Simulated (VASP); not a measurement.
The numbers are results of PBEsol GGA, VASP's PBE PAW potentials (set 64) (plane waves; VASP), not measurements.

VASP ran on this input.

**POSCAR**
```
HgTe
1
    0.0000000000     3.2577021710     3.2577021710
    3.2577021710     0.0000000000     3.2577021710
    3.2577021710     3.2577021710     0.0000000000
Hg Te
1 1
Direct
  0.0000000000   0.0000000000   0.0000000000
  0.2500000000   0.2500000000   0.2500000000
```

**KPOINTS**
```
kpoints
0
Gamma
10 10 10
0 0 0
```

**INCAR**
```
SYSTEM = HgTe
PREC = Accurate; ENCUT = 480; LREAL = .False.
LASPH = .True.
EDIFF = 1E-7; NELM = 100; ALGO = Normal
LMAXMIX = 6
ISMEAR = 1; SIGMA = 0.1
GGA = PS
ISIF = 2
LWAVE = .False.; LCHARG = .False.
```

POTCAR, in this order: Hg Te (PBE.64 set). Program: vasp_std.

The resulting files:

OSZICAR:
```
       N       E                     dE             d eps       ncg     rms          rms(c)
DAV:   1     0.102415634298E+03    0.10242E+03   -0.78084E+03  1238   0.112E+03
DAV:   2    -0.455479326868E+00   -0.10287E+03   -0.97957E+02  1332   0.259E+02
DAV:   3    -0.456799776249E+01   -0.41125E+01   -0.40949E+01  1522   0.544E+01
DAV:   4    -0.460815394433E+01   -0.40156E-01   -0.40141E-01  1662   0.486E+00
DAV:   5    -0.460829460481E+01   -0.14066E-03   -0.14066E-03  1502   0.257E-01    0.755E+00
DAV:   6    -0.438860836279E+01    0.21969E+00   -0.54525E-01  1377   0.110E+01    0.605E+00
DAV:   7    -0.437905674469E+01    0.95516E-02   -0.11006E-01  1352   0.262E+00    0.226E+00
DAV:   8    -0.437709600423E+01    0.19607E-02   -0.11041E-02  1267   0.142E+00    0.626E-01
DAV:   9    -0.437685061563E+01    0.24539E-03   -0.83408E-04  1472   0.361E-01    0.127E-01
DAV:  10    -0.437685842910E+01   -0.78135E-05   -0.83340E-05  1371   0.965E-02    0.535E-02
DAV:  11    -0.437686527804E+01   -0.68489E-05   -0.23093E-05  1342   0.449E-02    0.288E-02
DAV:  12    -0.437686407499E+01    0.12030E-05   -0.39960E-06  1387   0.191E-02    0.146E-02
DAV:  13    -0.437686407039E+01    0.46025E-08   -0.27902E-07  1337   0.395E-03
   1 F= -.43768641E+01 E0= -.43769395E+01  d E =0.226253E-03
```

### OUTCAR
```
------------------------ aborting loop because EDIFF is reached ----------------------------------------
  FORCE on cell =-STRESS in cart. coord.  units (eV):
  Direction    XX          YY          ZZ          XY          YZ          ZX
  --------------------------------------------------------------------------------------
  Total       -0.0000318     -0.0000318     -0.0000318      0.0000000      0.0000000     -0.0000000
  in kB       -0.0007357     -0.0007357     -0.0007357      0.0000000      0.0000000     -0.0000000
  external PRESSURE =      -0.0007357 kB  Pullay stress =       0.0000000 kB
  volume of cell :       69.15
      direct lattice vectors                 reciprocal lattice vectors
     0.000000000  3.257702171  3.257702171    -0.153482416  0.153482416  0.153482416
     3.257702171  0.000000000  3.257702171     0.153482416 -0.153482416  0.153482416
     3.257702171  3.257702171  0.000000000     0.153482416  0.153482416 -0.153482416
 POSITION                                       TOTAL-FORCE (eV/Angst)
 -----------------------------------------------------------------------------------
      0.00000      0.00000      0.00000         0.000000      0.000000      0.000000
      1.62885      1.62885      1.62885        -0.000000     -0.000000     -0.000000
 -----------------------------------------------------------------------------------
    total drift:                               -0.000000     -0.000000     -0.000000
  FREE ENERGIE OF THE ION-ELECTRON SYSTEM (eV)
  ---------------------------------------------------
  free  energy   TOTEN  =        -4.3768640704 eV

  energy  without entropy=       -4.3770903234  energy(sigma->0) =       -4.37693949
```
(Selected blocks of OUTCAR.)

The compound is HgTe in the zinc blende structure. It was relaxed first.
